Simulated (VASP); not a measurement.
# A VASP study of PtS2 (PBE + D3(BJ)): structure first, properties next, part 2 of 4

What structure does PtS2 take at this level, and what are its properties? The start is a cell from a database of measured crystal structures.

VASP 6.6.1; PBE with D3(BJ); plane waves and PAW (Pt, S).

So far, gap on the k-mesh (eV): step 2 (full relaxation (PBE + D3(BJ))) 0.162; step 3 (second relaxation) 0.162. The relaxed cell has a = 3.576, c = 4.712 Å (conventional setting).

**4. Single point with fields (PBE + D3(BJ))**

A single point on the relaxed cell gives a clean self-consistent state, with density, ELF and potential written out.

INCAR reads:

```
SYSTEM = PtS2
PREC = Accurate
ENCUT = 400
EDIFF = 1E-06
NELM = 100
ISMEAR = 0
SIGMA = 0.05
LREAL = .FALSE.
ALGO = Normal
GGA = PE
IVDW = 12
NBANDS = 17
LASPH = .TRUE.
LORBIT = 11
LWAVE = .FALSE.
LCHARG = .TRUE.
ISIF = 2
LELF = .TRUE.
LVHAR = .TRUE.
```

POSCAR reads:

```
PtS2
1.0
    3.5760728491      0.0000000000      0.0000000000
   -1.7880364246      3.0969699332      0.0000000000
    0.0000000000      0.0000000000      4.7122623833
Pt S
1 2
Direct
    0.0000000000      0.0000000000      0.0000000000
    0.3333333333      0.6666666667      0.2560399136
    0.6666666667      0.3333333333      0.7439600864
```

KPOINTS reads:

```
Automatic mesh
0
Gamma
6 6 4
0 0 0
```

Potentials, in the order of the species: Pt and S (PBE family, release 64).

Started as:

```console
$ mpirun -np 2 vasp_std
```

Output:

```text
[banner, memory and clock lines left out]
running    2 mpi-ranks, on    1 nodes
 distrk:  each k-point on    2 cores,    1 groups
 distr:  one band on    1 cores,    2 groups

 POSCAR found type information on POSCAR PtS
 POSCAR found :  2 types and       3 ions
 LDA part: xc-table for (Slater+PW92), standard interpolation
|                                                                             |
|           W    W    AA    RRRRR   N    N  II  N    N   GGGG   !!!           |
|           W    W   A  A   R    R  NN   N  II  NN   N  G    G  !!!           |
|           W    W  A    A  R    R  N N  N  II  N N  N  G       !!!           |
|           W WW W  AAAAAA  RRRRR   N  N N  II  N  N N  G  GGG   !            |
|           WW  WW  A    A  R   R   N   NN  II  N   NN  G    G                |
|           W    W  A    A  R    R  N    N  II  N    N   GGGG   !!!           |
|                                                                             |
|     The number of bands has been changed from the values supplied in        |
|     The orbitals not found in the WAVECAR file will be initialized with     |
|     random numbers, which is usually adequate. For correlated               |
|     calculations, however, you should redo the groundstate calculation.     |
|     I found NBANDS = 17. Now, NBANDS = 18.                                  |
|                                                                             |

 POSCAR, INCAR and KPOINTS ok, starting setup
 FFT: planning ... GRIDC
 FFT: planning ... GRID_SOFT
 FFT: planning ... GRID
 WAVECAR not read
 entering main loop
       N       E                     dE             d eps       ncg     rms          rms(c)
DAV:   1     0.929204496304E+02    0.92920E+02   -0.89218E+03   896   0.879E+02
DAV:   2    -0.124964997049E+02   -0.10542E+03   -0.10209E+03  1086   0.201E+02
DAV:   3    -0.165871201192E+02   -0.40906E+01   -0.40657E+01  1034   0.402E+01
DAV:   4    -0.166268212123E+02   -0.39701E-01   -0.39685E-01  1170   0.444E+00
DAV:   5    -0.166273741507E+02   -0.55294E-03   -0.55291E-03  1092   0.493E-01    0.181E+01
DAV:   6    -0.155955941236E+02    0.10318E+01   -0.62730E+00   894   0.238E+01    0.125E+01
DAV:   7    -0.153371812057E+02    0.25841E+00   -0.12289E+00   896   0.108E+01    0.591E+00
DAV:   8    -0.153212175738E+02    0.15964E-01   -0.61424E-02   956   0.173E+00    0.129E+00
DAV:   9    -0.153185222508E+02    0.26953E-02   -0.77555E-03  1012   0.878E-01    0.209E-01
DAV:  10    -0.153186887168E+02   -0.16647E-03   -0.11688E-03  1056   0.217E-01    0.878E-02
DAV:  11    -0.153187323534E+02   -0.43637E-04   -0.49544E-05  1004   0.565E-02    0.427E-02
DAV:  12    -0.153187356483E+02   -0.32949E-05   -0.88871E-06  1072   0.254E-02    0.810E-03
DAV:  13    -0.153187367274E+02   -0.10791E-05   -0.83390E-07   814   0.663E-03    0.374E-03
DAV:  14    -0.153187368914E+02   -0.16397E-06   -0.21280E-07   556   0.330E-03
   1 F= -.16662778E+02 E0= -.16662743E+02  d E =-.689447E-04
```

The job ended after 3.8 s (2 MPI ranks of Intel Xeon 6975P-C (Granite Rapids), shared host; peak memory 0.26 GiB).

From OUTCAR (step 4):

```text
The static configuration has the point symmetry D_3d.

 Found     24 irreducible k-points:

   k-points           NKPTS =     24   k-points in BZ     NKDIM =     24   number of bands    NBANDS=     18

   NELECT =      22.0000    total number of electrons

 E-fermi :   7.9211

 k-point     1 :       0.0000    0.0000    0.0000
  band No.  band energies     occupation
    ...
      7       3.6235      2.00000
      8       5.3828      2.00000
      9       6.2812      2.00000
     10       6.2812      2.00000
     11       7.8527      1.94708
     12       9.1118      0.00000
     13       9.1118      0.00000
     14      11.5761      0.00000
     15      12.9026      0.00000
     16      15.2857      0.00000
    ...

 k-point     3 :       0.3333    0.0000    0.0000
  band No.  band energies     occupation
    ...
      7       3.3214      2.00000
      8       4.0455      2.00000
      9       5.2342      2.00000
     10       5.2710      2.00000
     11       5.7617      2.00000
     12       8.9821      0.00000
     13       9.7997      0.00000
     14      12.9157      0.00000
     15      14.8096      0.00000
     16      15.8034      0.00000
    ...

 Edisp (eV)   -1.34404

  Total       0.01168     0.01168     0.02497    -0.00000     0.00000     0.00000
  in kB       0.35867     0.35867     0.76647    -0.00000     0.00000     0.00000
  external pressure =        0.49 kB  Pullay stress =        0.00 kB

 POSITION                                       TOTAL-FORCE (eV/Angst)
 -----------------------------------------------------------------------------------
      0.00000      0.00000      0.00000         0.000000     -0.000000      0.000000
     -0.00000      2.06465      1.20653        -0.000000      0.000000     -0.004745
      1.78804      1.03232      3.50574         0.000000     -0.000000      0.004745
 -----------------------------------------------------------------------------------
    total drift:                                0.000000     -0.000000      0.000000

  FREE ENERGIE OF THE ION-ELECTRON SYSTEM (eV)
  ---------------------------------------------------
  free  energy   TOTEN  =       -16.6627778010 eV

  energy  without entropy=      -16.6627088563  energy(sigma->0) =      -16.66274333

[... 12 parts as in an earlier step ...]

[... 1 further part left out ...]
```

Numbers from this step:

| Quantity | Value |
| --- | --- |
| SCF cycles | 14 |
| bands | 18 |
| pressure | 0.04946 GPa |
| gap on the k-mesh | 0.1616 eV |

Valence electrons inside each PAW sphere by angular momentum. Sphere charges, by row:

| atom | s (e) | p (e) | d (e) | tot (e) |
| --- | --- | --- | --- | --- |
| Pt1 | 0.696 | 0.779 | 7.982 | 9.457 |
| S2 | 1.366 | 2.265 | 0 | 3.631 |
| S3 | 1.366 | 2.265 | 0 | 3.631 |

ELF in the ac plane at fractional y = 0.000, with atoms of Pt within 0.2 Å of it. It is the smooth field of the valence electrons, not physical close to the nuclei.

Ten even steps from '0' (0.00) to '9' (0.65), each cell a mean:
```
00144332335310
11245555555421
54445777765444
65446899986456
44347899986434
22236899985322
11124577753111
00001234321000
00000111110000
00001233221000
00113566643100
22235799874222
43346899986434
65446899986445
65546788875455
12345555555432
00144433345310
10144322235300
```
Columns run along a (3.6 Å), rows up along c (4.7 Å). Atoms in or near the plane, at fractional coordinates: Pt at (0.00, 0.00).

Electrostatic potential energy in the ac plane at fractional y = 0.000, with atoms of Pt within 0.2 Å of it. With pseudopotentials it is smooth inside the atoms' cores, unlike the true potential.

Values in eV, 18 rows by 14 columns, each cell a mean:
```
-65 -64 -54 -31  -9  -1   0   1   0  -2 -13 -37 -57 -64
-59 -55 -42 -21  -5  -1   0   0   0  -1  -8 -27 -45 -56
-40 -35 -23  -9  -2  -1  -2  -2  -2  -1  -3 -12 -26 -36
-12  -9  -4  -1  -1  -2  -3  -4  -3  -2  -1  -2  -5 -10
 -1   0   0   1   0  -2  -3  -4  -3  -1   0   1   0   0
  2   2   2   2   1   0  -2  -3  -2   0   1   2   2   2
  3   3   3   3   2   1   0   0   0   2   2   3   3   3
  4   4   4   3   3   2   2   2   2   3   3   4   4   4
  4   4   4   4   3   3   3   3   3   3   3   4   4   4
  4   4   4   4   3   3   2   2   2   3   3   4   4   4
  3   3   3   3   2   2   1   0   1   2   3   3   3   3
  3   3   3   2   2   0  -2  -2  -1   0   2   3   3   3
  0   0   1   1   0  -2  -3  -4  -3  -1   1   1   1   0
 -9  -7  -3  -1  -1  -2  -3  -4  -3  -1  -1  -1  -4  -7
-30 -26 -16  -5  -2  -2  -2  -3  -2  -1  -2  -8 -18 -27
-56 -51 -39 -19  -4  -1   0  -1  -1  -1  -7 -24 -42 -53
-65 -63 -52 -30  -8  -1   0   1   0  -2 -12 -36 -55 -64
-65 -65 -57 -35 -11  -1   1   1   0  -2 -16 -41 -60 -65
```
Columns run along a (3.6 Å; values clipped at the 3rd and 97th percentile), rows up along c (4.7 Å). Atoms in or near the plane, at fractional coordinates: Pt at (0.00, 0.00).

Valence density in the ac plane at fractional y = 0.000, with atoms of Pt within 0.2 Å of it. It is the smooth field of the valence electrons, not physical close to the nuclei.

Ten even steps from '0' (0.0 e/Å³) to '9' (3.5 e/Å³), each cell a mean:
```
87531000001357
65421000001246
43211000001124
11100011000011
00000001000000
00000000000000
00000000000000
00000000000000
00000000000000
00000000000000
00000000000000
00000000000000
00000000000000
11100011000011
32211000001123
65321000001245
87531000001357
98631000002468
```
Columns run along a (3.6 Å), rows up along c (4.7 Å). Atoms in or near the plane, at fractional coordinates: Pt at (0.00, 0.00).

In this run the pressure is 0.05 GPa, small enough to go on.

**5. Band structure (PBE + D3(BJ))**

The mesh alone shows little of the dispersion and can miss band extrema, so KPOINTS_OPT adds a path through the symmetry points after the self-consistent cycle.

INCAR reads:

```
SYSTEM = PtS2
PREC = Accurate
ENCUT = 400
EDIFF = 1E-06
NELM = 100
ISMEAR = 0
SIGMA = 0.05
LREAL = .FALSE.
ALGO = Normal
GGA = PE
IVDW = 12
NBANDS = 24
LASPH = .TRUE.
LORBIT = 11
LWAVE = .FALSE.
LCHARG = .FALSE.
KPAR = 2
```

POSCAR is that of step 4.

KPOINTS is that of step 4.

KPOINTS_OPT reads:

```
Line mode
16
Line-mode
Reciprocal
  0.00000000   0.00000000   0.00000000 GAMMA
  0.50000000   0.00000000   0.00000000 M

  0.50000000   0.00000000   0.00000000 M
  0.33333333   0.33333333   0.00000000 K

  0.33333333   0.33333333   0.00000000 K
  0.00000000   0.00000000   0.00000000 GAMMA

  0.00000000   0.00000000   0.00000000 GAMMA
  0.00000000   0.00000000   0.50000000 A

  0.00000000   0.00000000   0.50000000 A
  0.50000000   0.00000000   0.50000000 L

  0.50000000   0.00000000   0.50000000 L
  0.33333333   0.33333333   0.50000000 H

  0.33333333   0.33333333   0.50000000 H
  0.00000000   0.00000000   0.50000000 A

  0.50000000   0.00000000   0.50000000 L
  0.50000000   0.00000000   0.00000000 M

  0.33333333   0.33333333   0.00000000 K
  0.33333333   0.33333333   0.50000000 H
```

Started as:

```console
$ mpirun -np 2 vasp_std
```

Output:

```text
[... set-up lines as in an earlier step ...]
 entering main loop
       N       E                     dE             d eps       ncg     rms          rms(c)
DAV:   1     0.847952984415E+02    0.84795E+02   -0.85671E+03  1208   0.660E+02
DAV:   2    -0.128909592809E+02   -0.97686E+02   -0.93043E+02  1448   0.163E+02
DAV:   3    -0.165972714422E+02   -0.37063E+01   -0.36889E+01  1424   0.307E+01
DAV:   4    -0.166269609808E+02   -0.29690E-01   -0.29687E-01  1392   0.318E+00
DAV:   5    -0.166273787678E+02   -0.41779E-03   -0.41778E-03  1496   0.369E-01    0.181E+01
DAV:   6    -0.156090195364E+02    0.10184E+01   -0.41565E+00  1232   0.178E+01    0.123E+01
DAV:   7    -0.153396735259E+02    0.26935E+00   -0.89153E-01  1184   0.788E+00    0.600E+00
DAV:   8    -0.153194413254E+02    0.20232E-01   -0.43856E-02  1448   0.139E+00    0.110E+00
DAV:   9    -0.153185476784E+02    0.89365E-03   -0.35482E-03  1424   0.445E-01    0.173E-01
DAV:  10    -0.153186930579E+02   -0.14538E-03   -0.51360E-04  1472   0.118E-01    0.768E-02
DAV:  11    -0.153187300574E+02   -0.37000E-04   -0.32931E-05  1400   0.378E-02    0.287E-02
DAV:  12    -0.153187359639E+02   -0.59066E-05   -0.71977E-06  1456   0.162E-02    0.693E-03
DAV:  13    -0.153187367581E+02   -0.79417E-06   -0.51724E-07  1200   0.445E-03
   1 F= -.16662778E+02 E0= -.16662743E+02  d E =-.690472E-04
 Start KPOINTS_OPT (optional k-point list driver)
k-point batch [1-24\144]
       N       E                     dE             ncg
DAV:   1     0.330584501175E+04   -0.73272E+04     1192
DAV:   2     0.969245451697E+03   -0.23366E+04     1456
DAV:   3     0.887932384021E+03   -0.81313E+02     1488
DAV:   4     0.887165193226E+03   -0.76719E+00     1352
DAV:   5     0.887151652002E+03   -0.13541E-01     1504
DAV:   6     0.887151331997E+03   -0.32001E-03     1384
DAV:   7     0.887151323498E+03   -0.84992E-05     1488
DAV:   8     0.887151323300E+03   -0.19820E-06      992
[...]
k-point batch [121-144\144]
       N       E                     dE             ncg
DAV:   1     0.325410818313E+04   -0.14215E+05     1184
DAV:   2     0.897186151133E+03   -0.23569E+04     1480
DAV:   3     0.814406738762E+03   -0.82779E+02     1472
DAV:   4     0.813595941126E+03   -0.81080E+00     1440
DAV:   5     0.813580811984E+03   -0.15129E-01     1496
DAV:   6     0.813580446997E+03   -0.36499E-03     1432
DAV:   7     0.813580437098E+03   -0.98991E-05     1480
DAV:   8     0.813580436861E+03   -0.23691E-06     1072
```

Wall time 12 s (2 MPI ranks); peak memory 0.33 GiB; 24 s of CPU time.

Parts of OUTCAR (step 5):

```text
   k-points           NKPTS =     24   k-points in BZ     NKDIM =     24   number of bands    NBANDS=     24

   NELECT =      22.0000    total number of electrons

 E-fermi :   7.9210

 k-point     1 :       0.0000    0.0000    0.0000
  band No.  band energies     occupation
    ...
      7       3.6233      2.00000
      8       5.3826      2.00000
      9       6.2811      2.00000
     10       6.2811      2.00000
     11       7.8526      1.94699
     12       9.1116      0.00000
     13       9.1116      0.00000
     14      11.5760      0.00000
     15      12.9024      0.00000
     16      15.2857      0.00000
    ...

 Edisp (eV)   -1.34404

  Total       0.01519     0.01519     0.02786    -0.00000     0.00000     0.00000
  in kB       0.46646     0.46646     0.85538    -0.00000     0.00000     0.00000
  external pressure =        0.60 kB  Pullay stress =        0.00 kB

 POSITION                                       TOTAL-FORCE (eV/Angst)
 -----------------------------------------------------------------------------------
      0.00000      0.00000      0.00000         0.000000      0.000000      0.000000
     -0.00000      2.06465      1.20653         0.000000     -0.000000     -0.004823
      1.78804      1.03232      3.50574        -0.000000      0.000000      0.004823
 -----------------------------------------------------------------------------------
    total drift:                                0.000000     -0.000000      0.000000

  FREE ENERGIE OF THE ION-ELECTRON SYSTEM (eV)
  ---------------------------------------------------
  free  energy   TOTEN  =       -16.6627776678 eV

  energy  without entropy=      -16.6627086206  energy(sigma->0) =      -16.66274314

[... 8 parts as in an earlier step ...]

[... 8 further parts left out ...]
```

Spin-orbit coupling is off here; with elements this heavy it splits and shifts levels by tenths of an eV or more.

Numbers from this step:

```
SCF cycles                        : 13
bands                             : 24
pressure                          : 0.05961 GPa
least gap on mesh and path        : 0.1059 eV
least direct gap on mesh and path : 1.064 eV
conduction bottom at k            : 0.1556, 0.1556, 0.5
least direct gap at k             : 0.1333, 0.1333, 0.5
```

The electronic bands at the labelled points (eV, zero at the valence-band top; v1 is the highest filled band, c1 the lowest empty one):

| point | v4 | v3 | v2 | v1 | c1 | c2 | c3 | c4 |
| --- | --- | --- | --- | --- | --- | --- | --- | --- |
| Γ | -2.47 | -1.57 | -1.57 | 0.00 | 1.26 | 1.26 | 3.72 | 5.05 |
| 0.53 of the way | -3.64 | -2.23 | -2.21 | -1.60 | 1.30 | 1.69 | 5.12 | 6.89 |
| M | -3.98 | -3.58 | -3.48 | -2.93 | 0.82 | 2.29 | 5.24 | 6.27 |
| 0.47 of the way | -3.64 | -3.53 | -2.99 | -1.83 | 0.53 | 1.30 | 4.82 | 7.03 |
| K | -3.96 | -2.85 | -1.88 | -1.88 | 0.21 | 0.21 | 4.48 | 7.64 |
| 0.53 of the way | -3.56 | -2.68 | -2.18 | -0.70 | 0.77 | 1.63 | 5.51 | 6.47 |
| Γ | -2.47 | -1.57 | -1.57 | 0.00 | 1.26 | 1.26 | 3.72 | 5.05 |
| 0.47 of the way | -2.63 | -1.81 | -1.81 | -0.80 | 1.70 | 1.70 | 4.26 | 5.92 |
| A | -3.24 | -2.06 | -2.06 | -1.51 | 2.27 | 2.27 | 5.28 | 6.83 |
| 0.53 of the way | -3.43 | -1.90 | -1.80 | -1.42 | 0.70 | 1.01 | 4.79 | 6.24 |
| L | -3.60 | -3.23 | -3.18 | -1.57 | 0.86 | 1.68 | 4.90 | 5.04 |
| 0.53 of the way | -3.76 | -3.69 | -2.50 | -2.34 | 1.42 | 2.00 | 5.74 | 6.02 |
| H | -4.55 | -3.79 | -2.52 | -2.52 | 1.97 | 1.97 | 6.71 | 7.52 |
| 0.53 of the way | -3.41 | -2.03 | -1.62 | -1.35 | 0.11 | 1.36 | 5.66 | 6.29 |
| A | -3.24 | -2.06 | -2.06 | -1.51 | 2.27 | 2.27 | 5.28 | 6.83 |
| jump to L | -3.60 | -3.23 | -3.18 | -1.57 | 0.86 | 1.68 | 4.90 | 5.04 |
| 0.47 of the way | -3.64 | -3.49 | -3.32 | -2.23 | 1.47 | 1.50 | 4.47 | 5.49 |
| M | -3.98 | -3.58 | -3.48 | -2.93 | 0.82 | 2.29 | 5.24 | 6.27 |
| jump to K | -3.96 | -2.85 | -1.88 | -1.88 | 0.21 | 0.21 | 4.48 | 7.64 |
| 0.47 of the way | -4.01 | -3.45 | -2.23 | -2.23 | 1.00 | 1.00 | 5.42 | 7.59 |
| H | -4.55 | -3.79 | -2.52 | -2.52 | 1.97 | 1.97 | 6.71 | 7.52 |

Of the projections kept (Pt, S), the largest for each band there; the rest of the weight can lie on other orbitals:

| point | v4 | v3 | v2 | v1 | c1 | c2 | c3 | c4 |
| --- | --- | --- | --- | --- | --- | --- | --- | --- |
| Γ | Pt 0.84 | S 0.88 | S 0.88 | S 1.00 | S 0.55 | S 0.55 | Pt 0.66 | S 0.55 |
| M | S 0.79 | Pt 1.00 | Pt 0.97 | Pt 0.73 | Pt 0.63 | S 0.59 | Pt 0.65 | Pt 0.65 |
| K | Pt 0.99 | S 0.76 | Pt 0.62 | Pt 0.62 | Pt 0.64 | Pt 0.64 | Pt 0.74 | Pt 0.54 |
| Γ | Pt 0.84 | S 0.88 | S 0.88 | S 1.00 | S 0.55 | S 0.55 | Pt 0.66 | S 0.55 |
| A | S 0.99 | S 0.91 | S 0.91 | Pt 0.57 | S 0.56 | S 0.56 | Pt 0.70 | S 0.53 |
| L | Pt 1.00 | Pt 0.91 | S 0.76 | S 0.86 | Pt 0.51 | Pt 0.52 | S 0.62 | Pt 0.55 |

The path lowers the gap by 0.06 eV against the mesh alone, so a band edge lies off the mesh.

(Part 2 of 4 ends here.)

[Lines on the potential files, build, host, timing and source positions are cut from VASP's logs without a mark.]

[Logs are printed without paths, hosts, clocks, repeated set-up lines and the standing remarks that a program may print on its own settings, such as how far it seeks lower states.]

[Hosts, paths, dates, database ids (printed as entryN), source tags and the programs' standing remarks are cut or masked in the printed files.]

[A measured line is paired with the nearest computed mode of its activity, which favours agreement.]
